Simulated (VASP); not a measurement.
A run of VASP 6.6.1:

Contents of POSCAR:

```
H20CO9
1.0
    6.5131880000      0.0000000000      0.0000000000
    0.0000000000      6.5131880000      0.0000000000
    0.0000000000      0.0000000000      6.5131880000
O H C
9 20 1
Direct
    0.7198932382      0.2069493465      0.3213019492
   -0.0553645926      0.0831697166      0.7165461829
    0.3567223916      0.7707439122      0.2806459755
    0.9769716458      0.4915411623      0.8201974210
    0.3565688569      0.6634539031      0.8764064541
    0.5481493855      0.0598631576      0.9411980738
    0.8839296517      0.8287032403      0.0528619779
    0.6499275009      0.5573154038      0.5498075597
    0.1324236303      0.1094241407      0.3532985690
    0.8522861616      0.1378587567      0.2942491450
    0.6231203521      0.1672145806      0.2065348029
   -0.2025275487      0.0769822704      0.6785002982
    0.0227691877      0.0882977737      0.5987083437
    0.2446421015      0.6882497480      0.3356420850
    0.3699570779      0.7249291745      0.1384728953
    0.8685608338      0.5417776978      0.7240540270
    0.9678670415      0.3459903199      0.7961846027
    0.2255423918      0.5993224823      0.8558942257
    0.4537716399      0.6032683227      0.7826582006
    0.6532745562     -0.0440030289      0.9741005480
    0.4495033768     -0.0281889606      0.8805365360
    0.9440384647      0.8985000894     -0.0630873852
    0.8962738370      0.6939612368      0.0059724976
    0.5813896359      0.6449683319      0.4514532668
    0.6679985285      0.4351325342      0.4626920027
    0.0946080475      0.4318468928      0.3041060691
    0.2376102148      0.0060185580      0.3135330962
    0.3369164225      0.3530222066      0.4347640510
    0.3044284919      0.3047969750      0.1620558166
    0.2218422069      0.3102628083      0.3145003645
```

Contents of INCAR.step1:

```
SYSTEM = H20CO9
PREC     = Accurate       ! precision mode
ENCUT    = 520            ! plane-wave cutoff, eV
ISMEAR   = -1             ! smearing method
SIGMA    = 0.05           ! smearing width, eV
LREAL    = Auto         
LASPH    = .True.         ! aspherical terms in the spheres
NELM     = 80             ! most SCF steps
NBANDS   = 60             ! bands
GGA      = PE             ! functional
ALGO     = Normal         ! electronic algorithm
EDIFF    = 1E-4           ! SCF threshold, eV
LWAVE    = .True.         ! write WAVECAR
LCHARG   = .False.        ! write CHGCAR
```

Contents of INCAR.step2:

```
SYSTEM = H20CO9
PREC     = Accurate       ! precision mode
ENCUT    = 520            ! plane-wave cutoff, eV
EDIFF    = 1E-7           ! SCF threshold, eV
ISMEAR   = -1             ! smearing method
SIGMA    = 0.05           ! smearing width, eV
LREAL    = Auto         
LASPH    = .True.         ! aspherical terms in the spheres
NELM     = 80             ! most SCF steps
ALGO     = Normal         ! electronic algorithm
ISIF     = 2              ! what is computed and relaxed
LWAVE    = .False.        ! write WAVECAR
LCHARG   = .False.        ! write CHGCAR
METAGGA  = R2SCAN         ! meta-GGA
LMIXTAU  = .True.       
IVDW     = 12             ! dispersion correction
VDW_S6   = 1.0          
VDW_S8   = 0.78981345   
VDW_A1   = 0.49484001   
VDW_A2   = 5.73083694   
NBANDS   = 60             ! bands
ISTART   = 1
```

File KPOINTS:

```
Automatic mesh
0
Gamma
  1 1 1
  0 0 0
```

Potentials or basis: VASP PAW PBE potentials, release 64 (O, H, C).

Run with:

```bash
$ cat potpaw_PBE.64/O/POTCAR potpaw_PBE.64/H/POTCAR potpaw_PBE.64/C/POTCAR > POTCAR
$ cp INCAR.step1 INCAR
$ mpirun -np 1 vasp_gam > vasp.out
$ cp INCAR.step2 INCAR
$ mpirun -np 1 vasp_gam > vasp.out
```

Hardware: 1 thread of Intel(R) Xeon(R) 6975P-C (Granite Rapids), on a shared host.

**Question.** How long does it take, and how much memory?

**Answer.** Run time: 2 min on 1 thread of Intel(R) Xeon(R) 6975P-C (Granite Rapids) (shared host), peak memory 0.33 GiB. Counts: scf iterations 14, k points 1.
